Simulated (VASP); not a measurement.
All values below come from PBEsol GGA, VASP's PBE PAW potentials (set 64) (plane waves; VASP 6.6.1).

VASP input:

INCAR:
```
NELM  =  100   # most electronic steps
ISMEAR  =  -5   # tetrahedra, Bloechl
ENCUT  =  400   # plane-wave cut-off (eV)
LREAL  =  .FALSE.   # projection in real space or not
LWAVE  =  .FALSE.
PREC  =  Accurate
GGA  =  PS   # PBEsol
LASPH  =  .TRUE.
LORBIT  =  11   # lm-projected
ISIF  =  2
SYSTEM  =  LaSi
NEDOS  =  601
EDIFF  =  1E-7
LMAXMIX  =  6   # l cut-off of mixed one-centre charges
LCHARG  =  .TRUE.
ALGO  =  Normal   # blocked Davidson
```

File KPOINTS:
```
Automatic mesh
0
Gamma
11 11 11
0 0 0
```

**POSCAR**
```
LaSi
3.6626780
  1.0000000477   0.0000000000   0.0000000000
  0.0000000000   1.0000000477   0.0000000000
  0.0000000000   0.0000000000   1.0000000477
La Si
1 1
Cart
  0.0000000000   0.0000000000   0.0000000000
  0.5000000239   0.5000000239   0.5000000239
```

POTCAR, in this order: La Si (PBE.64 set). Program: vasp_std.

Output of the run:

OUTCAR:
```
 ion  position               nearest neighbor table
   1  0.000  0.000  0.000-   2 3.17   2 3.17   2 3.17   2 3.17   2 3.17   2 3.17   2 3.17   2 3.17
  LATTYP: Found a simple cubic cell.
 ALAT       =     3.6626781748
 Subroutine PRICEL returns:
 Original cell was already a primitive cell.
 Subroutine GETGRP returns: Found 48 space group operations
The static configuration has the point symmetry O_h .
The dynamic configuration has the point symmetry O_h .
 Subroutine INISYM returns: Found 48 space group operations
 Subroutine IBZKPT returns following result:
 Found     56 irreducible k-points:

 Following reciprocal coordinates:
            Coordinates               Weight
  0.000000  0.000000  0.000000      1.000000
  0.090909  0.000000  0.000000      6.000000
  0.181818  0.000000  0.000000      6.000000
  0.272727  0.000000  0.000000      6.000000
  0.363636  0.000000  0.000000      6.000000
  0.454545  0.000000  0.000000      6.000000
  0.090909  0.090909  0.000000     12.000000
  0.181818  0.090909  0.000000     24.000000
  0.272727  0.090909  0.000000     24.000000
  0.363636  0.090909  0.000000     24.000000
  0.454545  0.090909  0.000000     24.000000
  0.181818  0.181818  0.000000     12.000000
  0.272727  0.181818  0.000000     24.000000
  0.363636  0.181818  0.000000     24.000000
  0.454545  0.181818  0.000000     24.000000
  0.272727  0.272727  0.000000     12.000000
  0.363636  0.272727  0.000000     24.000000
  0.454545  0.272727  0.000000     24.000000
  0.363636  0.363636  0.000000     12.000000
  0.454545  0.363636  0.000000     24.000000
  0.454545  0.454545  0.000000     12.000000
  0.090909  0.090909  0.090909      8.000000
  0.181818  0.090909  0.090909     24.000000
  0.272727  0.090909  0.090909     24.000000
  0.363636  0.090909  0.090909     24.000000
...
```

**OSZICAR**
```
       N       E                     dE             d eps       ncg     rms          rms(c)
DAV:   1     0.115596556553E+03    0.11560E+03   -0.43880E+03  1232   0.138E+03
DAV:   2    -0.347703268240E+01   -0.11907E+03   -0.11694E+03  1784   0.235E+02
DAV:   3    -0.115246034505E+02   -0.80476E+01   -0.79414E+01  1814   0.983E+01
DAV:   4    -0.120325735157E+02   -0.50797E+00   -0.49135E+00  2280   0.188E+01
DAV:   5    -0.120670927248E+02   -0.34519E-01   -0.31689E-01  2130   0.450E+00    0.331E+00
DAV:   6    -0.120229499951E+02    0.44143E-01   -0.47963E-02  2208   0.153E+00    0.195E+00
DAV:   7    -0.120022696362E+02    0.20680E-01   -0.16751E-02  1981   0.126E+00    0.367E-01
DAV:   8    -0.120018956988E+02    0.37394E-03   -0.19671E-03  1784   0.391E-01    0.135E-01
DAV:   9    -0.120019121182E+02   -0.16419E-04   -0.63027E-04  2224   0.245E-01    0.438E-02
DAV:  10    -0.120019785934E+02   -0.66475E-04   -0.15773E-04  1936   0.103E-01    0.145E-02
DAV:  11    -0.120019893261E+02   -0.10733E-04   -0.37295E-05  2301   0.463E-02    0.107E-02
DAV:  12    -0.120019883750E+02    0.95108E-06   -0.40782E-05  1656   0.543E-02    0.805E-03
DAV:  13    -0.120019923829E+02   -0.40079E-05   -0.58098E-06  2117   0.338E-02    0.656E-04
DAV:  14    -0.120019919289E+02    0.45398E-06   -0.29410E-07  1582   0.368E-03    0.227E-04
DAV:  15    -0.120019921206E+02   -0.19170E-06   -0.24143E-08  1099   0.211E-03    0.187E-04
DAV:  16    -0.120019921083E+02    0.12355E-07   -0.80052E-09  1093   0.181E-03
   1 F= -.12001992E+02 E0= -.12001992E+02  d E =0.000000E+00
```

### OUTCAR
```
------------------------ aborting loop because EDIFF is reached ----------------------------------------
  FORCE on cell =-STRESS in cart. coord.  units (eV):
  Direction    XX          YY          ZZ          XY          YZ          ZX
  --------------------------------------------------------------------------------------
  Total        0.0251739      0.0251739      0.0251739      0.0000000      0.0000000     -0.0000000
  in kB        0.8208527      0.8208527      0.8208527      0.0000000      0.0000000     -0.0000000
  external PRESSURE =       0.8208527 kB  Pullay stress =       0.0000000 kB
  volume of cell :       49.14
      direct lattice vectors                 reciprocal lattice vectors
     3.662678175  0.000000000  0.000000000     0.273024260  0.000000000  0.000000000
     0.000000000  3.662678175  0.000000000     0.000000000  0.273024260  0.000000000
     0.000000000  0.000000000  3.662678175     0.000000000  0.000000000  0.273024260
 POSITION                                       TOTAL-FORCE (eV/Angst)
 -----------------------------------------------------------------------------------
      0.00000      0.00000      0.00000         0.000000      0.000000      0.000000
      1.83134      1.83134      1.83134         0.000000      0.000000      0.000000
 -----------------------------------------------------------------------------------
    total drift:                               -0.000000      0.000000      0.000000
  FREE ENERGIE OF THE ION-ELECTRON SYSTEM (eV)
  ---------------------------------------------------
  free  energy   TOTEN  =       -12.0019921083 eV

  energy  without entropy=      -12.0019921083  energy(sigma->0) =      -12.00199211

 total charge

# of ion       s       p       d       f       tot
--------------------------------------------------
    1        2.056   5.597   0.802   0.165   8.620
    2        0.822   0.805   0.000   0.000   1.627
--------------------------------------------------
tot          2.878   6.402   0.802   0.165  10.247
```
(Selected blocks of OUTCAR.)

For a metal the tetrahedron method with Blöchl corrections gives inexact stress and forces.

The structure was generated: LaSi was put into the CsCl type type (Pm-3m), which need not be its known phase. It was relaxed first, which changed the volume by -30 %. The electron count is odd and the run is not spin-polarised, which forces a metal.
